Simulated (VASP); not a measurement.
Crystal: Cr.

```
CELL_PARAMETERS angstrom
-1.40000 1.40000 1.40000
1.40000 -1.40000 1.40000
1.40000 1.40000 -1.40000
ATOMIC_POSITIONS crystal
Cr 0.00000 0.00000 0.00000
```

The cell was built by a generator and needn't be a form met in nature.

```yaml
Program: VASP 6.6.1
Task: relaxation of cell and atoms
Functional: r2SCAN
Dispersion: rVV10
Potentials_or_basis: VASP PAW PBE potentials, release 64 (Cr_pv)
Cutoff: 600 eV
k_mesh: 20 × 20 × 20
Occupations: methfessel-paxton, width 0.1 eV
Spin: no spin polarisation
```

At the start: pressure 7.9 GPa; volume 10.98 Å³/atom.

Task: How do energy, volume and symmetry change on relaxing?

Result: Over 4 steps the energy falls by 7.1 meV/atom and the volume is 11.27 Å³/atom (+2.7 %); space group Im-3m (No. 229, to 0.05 Å).

The path:
| step | energy change (eV) | largest force (eV/Å) | pressure (GPa) | volume (Å³) |
| --- | --- | --- | --- | --- |
| 1 | 0.0000 | 0.0000 | 7.90 | 10.98 |
| 2 | 0.0176 | 0.0000 | -12.87 | 11.86 |
| 3 | -0.0071 | 0.0000 | -0.11 | 11.27 |
| 4 | -0.0071 | 0.0000 | 0.04 | 11.27 |

Final structure:
```cif
data_structure
_symmetry_space_group_name_H-M 'P 1'
_symmetry_Int_Tables_number 1
_cell_length_a 2.4462
_cell_length_b 2.4462
_cell_length_c 2.4462
_cell_angle_alpha 109.471
_cell_angle_beta 109.471
_cell_angle_gamma 109.471
_cell_volume 11.27
loop_
_atom_site_label
_atom_site_type_symbol
_atom_site_fract_x
_atom_site_fract_y
_atom_site_fract_z
_atom_site_occupancy
Cr1 Cr 0.00000 0.00000 0.00000 1
```

Caveat: the PAW data sets were made with another functional, which shifts forces and pressure a little; the run has no spin polarisation, though such a crystal can be magnetic.
